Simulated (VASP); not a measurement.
Given:

```
Mg3Sb2
1.0
    2.32480    -4.02667     0.00000
    2.32480     4.02667     0.00000
    0.00000     0.00000     7.32642
Mg Sb
3 2
Direct
  0.00000   0.00000   0.00000
  0.33333   0.66667   0.63377
  0.66667   0.33333   0.36623
  0.33333   0.66667   0.22696
  0.66667   0.33333   0.77304
```

All values below come from RPBE GGA, VASP's PBE PAW potentials (set 64) (plane waves; VASP). Settings: 520 eV cut-off, 5×5×3 Γ-centred mesh, Gaussian smearing of 0.050 eV, potentials Mg Sb.

What does the run give for the energy per atom (σ→0)?

| Property | Result |
|---|---|
| energy per atom (σ→0) | -2.674 eV/atom |

The absolute energy has meaning only against runs of the same code, potentials and settings.

The compound is Mg3Sb2 in the a-la2o3 structure. It was relaxed first, which changed the volume by +5 %. The start is the result of an earlier pass.
